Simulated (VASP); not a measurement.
# NGeClH4 in VASP: settings compared

Aim: see how the results for NGeClH4 move with the level of theory and the settings. Levels: HSE06+D4, B3LYP+D4, PBE+D3(BJ). Tasks: single point, relaxation of the atoms.

Program: VASP 6.6.1. These are calculated values, not measurements. Logs are shortened: lines on timing, memory, paths and dates and some standing lists are left out, and cuts for length are marked.

## 1. The structure

The cell holds a molecule in a box, 7 atoms: a = 13.000 Å, b = 12.000 Å, c = 13.000 Å, α = 90.00°, β = 90.00°, γ = 90.00°.

## 2. Single point, HSE06+D4

POSCAR reads:

```
GeH4NCl
1.0
   13.0000000000      0.0000000000      0.0000000000
    0.0000000000     12.0000000000      0.0000000000
    0.0000000000      0.0000000000     13.0000000000
N Ge Cl H
1 1 1 4
Cartesian
    5.6304500200      7.1313500400      5.8015500400
    7.0032500200      6.6191499600      6.8774500600
    6.8178500000      4.5612500400      7.5587500300
    4.7224499400      7.1426499600      6.2446499700
    5.5644500600      6.6305499600      4.9265499400
    6.9826499600      7.4807499600      8.1414499400
    8.3035500600      6.6771500400      6.0736500500
```

INCAR.step1 reads:

```
SYSTEM = GeH4NCl
PREC = Accurate ; ENCUT = 900
EDIFF = 1E-5 ; ISMEAR = 0
SIGMA = 0.01 ; LREAL = .False.
LASPH = .True. ; NELM = 60
ALGO = Normal ; ISIF = 2
LWAVE = .True. ; NBANDS = 24
GGA = PE
```

INCAR.step2 reads:

```
SYSTEM = GeH4NCl
PREC = Accurate ; ENCUT = 900
EDIFF = 1E-7 ; ISMEAR = 0
SIGMA = 0.01 ; LREAL = .False.
LASPH = .True. ; NELM = 60
ALGO = Normal ; ISIF = 2
LWAVE = .False. ; LCHARG = .True.
GGA = PE ; LHFCALC = .True.
HFSCREEN = 0.2 ; PRECFOCK = Fast
IVDW = 13 ; LELF = .True.
LVHAR = .True. ; LVACPOTAV = .True.
NBANDS = 24 ; ISTART = 1
```

KPOINTS reads:

```
regular mesh
0
Gamma
  1 1 1
  0 0 0
```

Potentials or basis: VASP PAW PBE potentials, release 64 (N_h, Ge_h, Cl_h, H_h).

The run is started by

```bash
$ cat potpaw_PBE.64/N_h/POTCAR potpaw_PBE.64/Ge_h/POTCAR potpaw_PBE.64/Cl_h/POTCAR potpaw_PBE.64/H_h/POTCAR > POTCAR
$ cp INCAR.step1 INCAR
$ mpirun -np 1 vasp_gam > vasp.out
$ cp INCAR.step2 INCAR
$ mpirun -np 1 vasp_gam > vasp.out
```

OUTCAR:

```text
SYSTEM = GeH4NCl
   PREC = Accurate
   ENCUT = 900
   EDIFF = 1E-7
   ISMEAR = 0
   LREAL = .False.
   LASPH = .True.
   NELM = 60
   ISIF = 2
   GGA = PE
   LHFCALC = .True.
   HFSCREEN = 0.2
   PRECFOCK = Fast
   IVDW = 13
   ISTART = 1

 ion  position               nearest neighbor table
   1  0.433  0.594  0.446-   5 1.01   4 1.01   2 1.82
   2  0.539  0.552  0.529-   7 1.53   6 1.53   1 1.82   3 2.18
   3  0.524  0.380  0.581-   2 2.18
   4  0.363  0.595  0.480-   1 1.01
   5  0.428  0.553  0.379-   1 1.01
   6  0.537  0.623  0.626-   2 1.53
   7  0.639  0.556  0.467-   2 1.53

  LATTYP: Found a simple tetragonal cell.
 ALAT       =    13.0000000000
 C/A-ratio  =     0.9230769231

  Lattice vectors:

 A1 = ( -13.0000000000,   0.0000000000,   0.0000000000)
 A2 = (   0.0000000000,   0.0000000000,  13.0000000000)
 A3 = (   0.0000000000,  12.0000000000,   0.0000000000)

Analysis of symmetry for initial positions (statically):
=====================================================================
 Subroutine PRICEL returns:
 Original cell was already a primitive cell.

 Routine SETGRP: Setting up the symmetry group for a
 simple tetragonal supercell.

 Subroutine GETGRP returns: Found  1 space group operations
 (whereof  1 operations were pure point group operations)
 out of a pool of 16 trial point group operations.

The static configuration has the point symmetry C_1 .

Analysis of symmetry for dynamics (positions and initial velocities):
=====================================================================
 Subroutine PRICEL returns:
 Original cell was already a primitive cell.

 Routine SETGRP: Setting up the symmetry group for a
 simple tetragonal supercell.

 Subroutine GETGRP returns: Found  1 space group operations
 (whereof  1 operations were pure point group operations)
 out of a pool of 16 trial point group operations.

The dynamic configuration has the point symmetry C_1 .

 Subroutine INISYM returns: Found  1 space group operations
 (whereof  1 operations are pure point group operations),
 and found     1 'primitive' translations

----------------------------------------------------------------------------------------

                                     Primitive cell

  volume of cell :    2028.0000

  direct lattice vectors                    reciprocal lattice vectors
    13.000000000  0.000000000  0.000000000     0.076923077  0.000000000  0.000000000
     0.000000000 12.000000000  0.000000000     0.000000000  0.083333333  0.000000000
     0.000000000  0.000000000 13.000000000     0.000000000  0.000000000  0.076923077

  length of vectors
    13.000000000 12.000000000 13.000000000     0.076923077  0.083333333  0.076923077

  position of ions in fractional coordinates (direct lattice)
     0.433111540  0.594279170  0.446273080
     0.538711540  0.551595830  0.529034620
     0.524450000  0.380104170  0.581442310
     0.363265380  0.595220830  0.480357690
     0.428034620  0.552545830  0.378965380
     0.537126920  0.623395830  0.626265380
     0.638734620  0.556429170  0.467203850

  ion indices of the primitive-cell ions
   primitive index   ion index
                 1           1
                 2           2
                 3           3
                 4           4
                 5           5
                 6           6
                 7           7

----------------------------------------------------------------------------------------

 KPOINTS: regular mesh

Automatic generation of k-mesh.
 Grid dimensions read from file:
 generate k-points for:    1    1    1

 Generating k-lattice:

  Cartesian coordinates                     Fractional coordinates (reciprocal lattice)
     0.076923077  0.000000000  0.000000000     1.000000000  0.000000000  0.000000000
     0.000000000  0.083333333  0.000000000     0.000000000  1.000000000  0.000000000
     0.000000000  0.000000000  0.076923077     0.000000000  0.000000000  1.000000000

  Length of vectors
     0.076923077  0.083333333  0.076923077

  Shift w.r.t. Gamma in fractional coordinates (k-lattice)
     0.000000000  0.000000000  0.000000000

 Subroutine IBZKPT returns following result:
 ===========================================

 Found      1 irreducible k-points:

 Following reciprocal coordinates:
            Coordinates               Weight
  0.000000  0.000000  0.000000      1.000000
   k-points           NKPTS =      1   k-points in BZ     NKDIM =      1   number of bands    NBANDS=     24
   number of dos      NEDOS =    301   number of ions     NIONS =      7
   total plane-waves  NPLWV = ******
   dimension x,y,z NGX =   128 NGY =  120 NGZ =  128
   dimension x,y,z NGXF=   256 NGYF=  240 NGZF=  256
   ions per type =               1   1   1   4
   NGX,Y,Z   is equivalent  to a cutoff of  16.37, 16.62, 16.37 a.u.
   NGXF,Y,Z  is equivalent  to a cutoff of  32.74, 33.25, 32.74 a.u.
 SYSTEM =  GeH4NCl
   PREC   = accura    normal or accurate (medium, high low for compatibility)
   ISTART =      1    job   : 0-new  1-cont  2-samecut
   ICHARG =      0    charge: 1-file 2-atom 10-const
   ISPIN  =      1    spin polarized calculation?
   LNONCOLLINEAR =      F non collinear calculations
   LSORBIT =      F    spin-orbit coupling
   LASPH  =      T    aspherical Exc in radial PAW
   ENCUT  =  900.0 eV  66.15 Ry    8.13 a.u.  31.80 29.35 31.80*2*pi/ulx,y,z
   NELM   =     60;   NELMIN=  2; NELMDL=  0     # of ELM steps
   EDIFF  = 0.1E-06   stopping-criterion for ELM
   LREAL  =      F    real-space projection
   EDIFFG = 0.1E-05   stopping-criterion for IOM
   NSW    =      0    number of steps for IOM
   IBRION =     -1    ionic relax: 0-MD 1-quasi-New 2-CG
   NFREE  =      0    steps in history (QN), initial steepest desc. (CG)
   ISIF   =      2    stress and relaxation
   ISYM   =      3    0-nonsym 1-usesym 2-fastsym
   POTIM  = 0.5000    time-step for ionic-motion
   TEBEG  =    0.0;   TEEND  =   0.0 temperature during run
   PSTRESS=    0.0 pullay stress
   NELECT =      30.0000    total number of electrons
   NUPDOWN=      -1.0000    fix difference up-down
   EMIN   =  10.00;   EMAX   =-10.00  energy-range for DOS
   EFERMI =   0.00;   METHOD = LEGACY
   ISMEAR =     0;   SIGMA  =   0.01  broadening in eV -4-tet -1-fermi 0-gaus
   EFERMI_NEDOS =   21; number of points for ismear=-14 and -15
   IALGO  =     38    algorithm
   IMIX   =      1    mixing-type and parameters
     AMIX     =   0.40;   BMIX     =  1.00
     AMIX_MAG =   1.60;   BMIX_MAG =  1.00
  volume/ion in A,a.u.               =     289.71      1955.09
  Fermi-wavevector in a.u.,A,eV,Ry     =   0.401876  0.759436  2.197405  0.161505
  Thomas-Fermi vector in A             =   1.351762
   LORBIT       =      0    0 simple, 1 ext, 2 COOP (PROOUT), +10 PAW based schemes
   GGA     = PE    functional components
   LHFCALC =     T    Hartree Fock is set to
   PRECFOCK=fast      Normal, Fast or Accurate (Low or Medium for compatibility)
   ENCUT4O =  -1.0   cutoff for four orbital integrals eV
   NKREDX  =     1    reduce k-point grid by
   NKREDY  =     1    reduce k-point grid by
   NKREDZ  =     1    reduce k-point grid by
   AEXX    =    0.2500 exact exchange contribution
   HFSCREEN=    0.2000 screening length (either q_TF or 0.3 A-1)
   HFSCREENC=   0.2000 screening length for correlation (either q_TF or 0.3 A-1)
   ENCUTFOCK=  -1.0 apply spherical cutoff to Coloumb kernel
   IVDW    =    13    specifies the selected vdW correction
   LEPSILON=     F    determine dielectric tensor
   LRPA    =     F    only Hartree local field effects (RPA)
 non-spin polarized calculation
 Gauss-broadening in eV      SIGMA  =   0.01
  energy-cutoff  :      900.00
  volume of cell :     2028.00
 maximum number of plane-waves:     62196
 NGX is ok and might be reduce to   126
  NGX = 70; NGY = 60; NGZ = 70

 number of electron      30.0000003 magnetization

 Free energy of the ion-electron system (eV)
  ---------------------------------------------------
  ext. energy  EPLUGINS =         0.00000000
  ---------------------------------------------------
  free energy    TOTEN  =       -35.62977421 eV

  energy without entropy =      -35.62977421  energy(sigma->0) =      -35.62977421

 E-fermi :  -7.2153     XC(G=0):  -0.6452

 val. band max:       -7.2976571241   @ k =   0.0000   0.0000   0.0000
 cond. band min:      -0.4294380760   @ k =   0.0000   0.0000   0.0000
 fundamental gap:      6.8682190481
 Fermi energy:        -7.2152897799

 k-point     1 :       0.0000    0.0000    0.0000
  band No.  band energies     occupation
      1     -32.8154      2.00000
      2     -32.7790      2.00000
      3     -32.7227      2.00000
      4     -32.6480      2.00000
      5     -32.6400      2.00000
      6     -23.4091      2.00000
[... 16 lines left out ...]
     23       1.0056      0.00000
     24       1.1407      0.00000

------------------------ aborting loop because EDIFF is reached ----------------------------------------

  DFT-D4 for vdW energy calculation

  Edisp (eV):   -0.10282

  FORCE on cell =-STRESS in cart. coord.  units (eV):
  Direction    XX          YY          ZZ          XY          YZ          ZX
  --------------------------------------------------------------------------------------
  -------------------------------------------------------------------------------------
  Total      -0.38769    -0.16326    -0.40186     0.02499    -0.09745     0.03989
  in kB      -0.30629    -0.12898    -0.31748     0.01974    -0.07699     0.03151
  external pressure =       -0.25 kB  Pullay stress =        0.00 kB

 VOLUME and BASIS-vectors are now :
 -----------------------------------------------------------------------------
  energy-cutoff  :      900.00
  volume of cell :     2028.00
      direct lattice vectors                 reciprocal lattice vectors
    13.000000000  0.000000000  0.000000000     0.076923077  0.000000000  0.000000000
     0.000000000 12.000000000  0.000000000     0.000000000  0.083333333  0.000000000
     0.000000000  0.000000000 13.000000000     0.000000000  0.000000000  0.076923077

 POSITION                                       TOTAL-FORCE (eV/Angst)
 -----------------------------------------------------------------------------------
      5.63045      7.13135      5.80155         0.033363     -0.001308      0.024089
      7.00325      6.61915      6.87745         0.071622      0.144838     -0.004124
      6.81785      4.56125      7.55875        -0.002054     -0.014392      0.003364
      4.72245      7.14265      6.24465         0.028006     -0.014286     -0.006072
      5.56445      6.63055      4.92655         0.002836     -0.003870      0.028898
      6.98265      7.48075      8.14145        -0.004104     -0.094112     -0.121762
      8.30355      6.67715      6.07365        -0.129668     -0.016870      0.075607
 -----------------------------------------------------------------------------------
    total drift:                               -0.001310      0.005030     -0.000518

  FREE ENERGIE OF THE ION-ELECTRON SYSTEM (eV)
  ---------------------------------------------------
  free  energy   TOTEN  =       -35.7325926195 eV

  energy  without entropy=      -35.7325926195  energy(sigma->0) =      -35.73259262
```

Wall time 22 min (1 thread of Intel Xeon 6975P-C (Granite Rapids), shared host); peak memory 3.2 GiB.

What came out:

```
Free energy                     : -35.7326 eV
Largest force                   : 0.162 eV/Å
Gap between the frontier levels : 6.87 eV
Dispersion energy per atom      : -0.015 eV
```

Forces in eV/Å, atoms in the order of the input:
```
N    0.033 -0.001  0.024
Ge   0.072  0.145 -0.004
Cl  -0.002 -0.014  0.003
H    0.028 -0.014 -0.006
H    0.003 -0.004  0.029
H   -0.004 -0.094 -0.122
H   -0.130 -0.017  0.076
```

Caveat: the cutoff is under 1.25 times the usual one of these potentials, so pressure, stress and relaxed cells hold a basis-set (Pulay) error; the PAW data sets were made with another functional, which shifts forces and pressure a little.

(Part 1 of 2 ends here.)
